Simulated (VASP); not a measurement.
# Mo2PdS4 (C2/m) in VASP: single point with r2SCAN

Aim: the single point of Mo2PdS4 with r2SCAN.

Everything below comes from runs of VASP 6.6.1. Logs are shortened: lines on timing, memory, paths and dates and some standing lists are left out, and cuts for length are marked.

### 1 The crystal as given

It takes space group C2/m (No. 12, monoclinic). Conventional cell: a = 13.018 Å, b = 3.554 Å, c = 6.172 Å, α = 90.00°, β = 117.25°, γ = 90.00°. Pd (site symmetry 2/m) has 6 S at 2.44 to 2.50 Å as nearest neighbours. Mo (site symmetry m) is surrounded by 6 S at 2.49 to 2.54 Å. Around S (site symmetry m) lie 2 Pd at 2.50 Å and 3 Mo at 2.53 to 2.54 Å. S (site symmetry m) is surrounded by 1 Pd at 2.44 Å and 3 Mo at 2.49 to 2.51 Å.

The cell was built by a generator and needn't be a form met in nature.

### 2 Single point, r2SCAN

Input file POSCAR:

```
Mo2PdS4
1.0
    0.0000000000      3.5536190000      0.0000000000
    6.1720750000      0.0000000000      0.0000000000
   -2.9799800000      1.7768090000     -5.7866420000
Pd Mo S
1 2 4
Direct
    0.5000000000      0.5000000000      0.0000000000
    0.2420000000      0.7673000000      0.5160000000
    0.7580000000      0.2327000000      0.4840000000
    0.8700000000      0.4780000000      0.2600000000
    0.1300000000      0.5220000000      0.7400000000
    0.3810000000      0.9420000000      0.2380000000
    0.6190000000      0.0580000000      0.7620000000
```

Input file INCAR.step1:

```
SYSTEM = Mo2PdS4
ALGO     = Normal         ! electronic algorithm
EDIFF    = 1E-4           ! SCF threshold, eV
ENCUT    = 520            ! plane-wave cutoff, eV
GGA      = PE             ! functional
ISMEAR   = 0              ! smearing method
LASPH    = .True.         ! aspherical terms in the spheres
LCHARG   = .False.        ! write CHGCAR
LREAL    = .False.        ! projectors in reciprocal space
LWAVE    = .True.         ! write WAVECAR
NBANDS   = 40             ! bands
NELM     = 80             ! most SCF steps
PREC     = Accurate       ! precision mode
SIGMA    = 0.2378         ! smearing width, eV
```

Input file INCAR.step2:

```
SYSTEM = Mo2PdS4
ALGO     = Normal         ! electronic algorithm
EDIFF    = 1E-6           ! SCF threshold, eV
ENCUT    = 520            ! plane-wave cutoff, eV
ISIF     = 2              ! what is computed and relaxed
ISMEAR   = 0              ! smearing method
ISTART   = 1            
LASPH    = .True.         ! aspherical terms in the spheres
LCHARG   = .False.        ! write CHGCAR
LMIXTAU  = .True.       
LREAL    = .False.        ! projectors in reciprocal space
LWAVE    = .False.        ! write WAVECAR
METAGGA  = R2SCAN         ! meta-GGA
NBANDS   = 40             ! bands
NELM     = 80             ! most SCF steps
PREC     = Accurate       ! precision mode
SIGMA    = 0.2378         ! smearing width, eV
```

Input file KPOINTS:

```
k-points
0
Gamma
  7 4 7
  0 0 0
```

Potentials or basis: VASP PAW PBE potentials, release 64 (Pd, Mo_sv, S).

On the command line:

```
$ cat potpaw_PBE.64/Pd/POTCAR potpaw_PBE.64/Mo_sv/POTCAR potpaw_PBE.64/S/POTCAR > POTCAR
$ cp INCAR.step1 INCAR
$ mpirun -np 1 vasp_std > vasp.out
$ cp INCAR.step2 INCAR
$ mpirun -np 1 vasp_std > vasp.out
```

OUTCAR:

```text
SYSTEM = Mo2PdS4
   EDIFF = 1E-6
   ENCUT = 520
   ISIF = 2
   ISMEAR = 0
   ISTART = 1
   LASPH = .True.
   LREAL = .False.
   METAGGA = R2SCAN
   NELM = 80
   PREC = Accurate

 ion  position               nearest neighbor table
   1  0.500  0.500  0.000-   6 2.44   7 2.44   4 2.50   5 2.50   5 2.50   4 2.50   3 2.99   2 2.99

   2  0.242  0.767  0.516-   6 2.49   7 2.51   7 2.51   4 2.53   4 2.53   5 2.54   1 2.99   3 3.46
                             3 3.46
   3  0.758  0.233  0.484-   7 2.49   6 2.51   6 2.51   5 2.53   5 2.53   4 2.54   1 2.99   2 3.46
                             2 3.46
   4  0.870  0.478  0.260-   1 2.50   1 2.50   2 2.53   2 2.53   3 2.54
   5  0.130  0.522  0.740-   1 2.50   1 2.50   3 2.53   3 2.53   2 2.54
   6  0.381  0.942  0.238-   1 2.44   2 2.49   3 2.51   3 2.51
   7  0.619  0.058  0.762-   1 2.44   3 2.49   2 2.51   2 2.51

  LATTYP: Found a base centered monoclinic cell.
 ALAT       =    13.0177580922
 B/A-ratio  =     0.2729824118
 C/A-ratio  =     0.4741273387
 COS(beta)  =    -0.4578330583

  Lattice vectors:

 A1 = (  -2.9799800000,  -1.7768100000,  -5.7866420000)
 A2 = (  -2.9799800000,   1.7768090000,  -5.7866420000)
 A3 = (   6.1720750000,   0.0000000000,   0.0000000000)

Analysis of symmetry for initial positions (statically):
=====================================================================
 Subroutine PRICEL returns:
 Original cell was already a primitive cell.

 Routine SETGRP: Setting up the symmetry group for a
 base centered monoclinic supercell.

 Subroutine GETGRP returns: Found  4 space group operations
 (whereof  4 operations were pure point group operations)
 out of a pool of  4 trial point group operations.

The static configuration has the point symmetry C_2h.

Analysis of symmetry for dynamics (positions and initial velocities):
=====================================================================
 Subroutine PRICEL returns:
 Original cell was already a primitive cell.

 Routine SETGRP: Setting up the symmetry group for a
 base centered monoclinic supercell.

 Subroutine GETGRP returns: Found  4 space group operations
 (whereof  4 operations were pure point group operations)
 out of a pool of  4 trial point group operations.

The dynamic configuration has the point symmetry C_2h.

 Subroutine INISYM returns: Found  4 space group operations
 (whereof  4 operations are pure point group operations),
 and found     1 'primitive' translations

[... 109 lines left out ...]
   NFREE  =      0    steps in history (QN), initial steepest desc. (CG)
   ISIF   =      2    stress and relaxation
   ISYM   =      2    0-nonsym 1-usesym 2-fastsym
   POTIM  = 0.5000    time-step for ionic-motion
   TEBEG  =    0.0;   TEEND  =   0.0 temperature during run
   PSTRESS=    0.0 pullay stress
   NELECT =      62.0000    total number of electrons
   NUPDOWN=      -1.0000    fix difference up-down
   EMIN   =  10.00;   EMAX   =-10.00  energy-range for DOS
   EFERMI =   0.00;   METHOD = LEGACY
   ISMEAR =     0;   SIGMA  =   0.24  broadening in eV -4-tet -1-fermi 0-gaus
   EFERMI_NEDOS =   21; number of points for ismear=-14 and -15
   IALGO  =     38    algorithm
   IMIX   =      4    mixing-type and parameters
     AMIX     =   0.40;   BMIX     =  1.00
     AMIX_MAG =   1.60;   BMIX_MAG =  1.00
  volume/ion in A,a.u.               =      18.13       122.36
  Fermi-wavevector in a.u.,A,eV,Ry     =   1.289325  2.436472 22.617777  1.662360
  Thomas-Fermi vector in A             =   2.421225
   LORBIT       =      0    0 simple, 1 ext, 2 COOP (PROOUT), +10 PAW based schemes
   METAGGA = R2SCAN    functional components
   LHFCALC =     F    Hartree Fock is set to
   AEXX    =    0.0000 exact exchange contribution
   IVDW    =     0    specifies the selected vdW correction
   LEPSILON=     F    determine dielectric tensor
   LRPA    =     F    only Hartree local field effects (RPA)
 non-spin polarized calculation
 Gauss-broadening in eV      SIGMA  =   0.24
  energy-cutoff  :      520.00
  volume of cell :      126.92
 maximum number of plane-waves:      3443
   NGX = 13   NGY = 23   NGZ = 25

 number of electron      62.0000006 magnetization

 Free energy of the ion-electron system (eV)
  ---------------------------------------------------
  ext. energy  EPLUGINS =         0.00000000
  ---------------------------------------------------
  free energy    TOTEN  =      -110.16198355 eV

  energy without entropy =     -110.00616170  energy(sigma->0) =     -110.08407262

 E-fermi :   7.6684     XC(G=0): -11.6409

 val. band max:        7.6678459478   @ k =   0.0000   0.0000   0.1429
 cond. band min:       7.6687905699   @ k =  -0.1429   0.2500   0.0000
 fundamental gap:      0.0009446221
 Fermi energy:         7.6684157215

 k-point     1 :       0.0000    0.0000    0.0000
  band No.  band energies     occupation
      1     -56.0388      2.00000
      2     -56.0295      2.00000
      3     -29.4490      2.00000
      4     -29.3944      2.00000
      5     -29.3793      2.00000
      6     -29.3639      2.00000
[... 1021 lines left out ...]
     39      11.4280      0.00000
     40      12.7290      0.00000

 [... further k-points ...]

------------------------ aborting loop because EDIFF is reached ----------------------------------------

  FORCE on cell =-STRESS in cart. coord.  units (eV):
  Direction    XX          YY          ZZ          XY          YZ          ZX
  --------------------------------------------------------------------------------------
  -------------------------------------------------------------------------------------
  Total       -7.8967907     -7.7871606     -2.1643788     -0.0000000     -0.0000002     -0.0179399
  in kB      -99.6856254    -98.3017024    -27.3221689     -0.0000000     -0.0000024     -0.2264648
  external PRESSURE =     -75.1031656 kB  Pullay stress =       0.0000000 kB

 VOLUME and BASIS-vectors are now :
 -----------------------------------------------------------------------------
  energy-cutoff  :      520.00
  volume of cell :      126.92
      direct lattice vectors                 reciprocal lattice vectors
     0.000000000  3.553619000  0.000000000     0.000000000  0.281403268  0.086405874
     6.172075000  0.000000000  0.000000000     0.162020066  0.000000000 -0.083436397
    -2.979980000  1.776809000 -5.786642000     0.000000000  0.000000000 -0.172811797

 POSITION                                       TOTAL-FORCE (eV/Angst)
 -----------------------------------------------------------------------------------
      3.08604      1.77681      0.00000        -0.000000      0.000000      0.000000
      3.19816      1.77681     -2.98591         1.789933     -0.000000     -0.402594
     -0.00607      3.55362     -2.80073        -1.789933      0.000000      0.402594
      2.17546      3.55362     -1.50453        -0.932997     -0.000000     -1.009675
      1.01664      1.77681     -4.28212         0.932997      0.000000      1.009675
      5.10486      1.77681     -1.37722         0.944055     -0.000000     -0.794442
     -1.91276      3.55362     -4.40942        -0.944055      0.000000      0.794442
 -----------------------------------------------------------------------------------
    total drift:                               -0.000000      0.000000     -0.000000

  FREE ENERGIE OF THE ION-ELECTRON SYSTEM (eV)
  ---------------------------------------------------
  free  energy   TOTEN  =      -110.1619835488 eV

  energy  without entropy=     -110.0061616999  energy(sigma->0) =     -110.08407262
```

Wall time 25 min (1 thread of AMD EPYC 7R43 (Zen 3), shared host); peak memory 0.4 GiB.

Results:

* Free energy: -110.1620 eV
* Pressure: -7.5 GPa
* Largest force: 1.835 eV/Å
* Band gap on the k mesh: none (metal or under the smearing width)

Forces in eV/Å, atoms in the order of the input:
```
Pd   0.000  0.000  0.000
Mo   1.790  0.000 -0.403
Mo  -1.790  0.000  0.403
S   -0.933  0.000 -1.010
S    0.933  0.000  1.010
S    0.944  0.000 -0.794
S   -0.944  0.000  0.794
```

Caveat: the PAW data sets were made with another functional, which shifts forces and pressure a little.
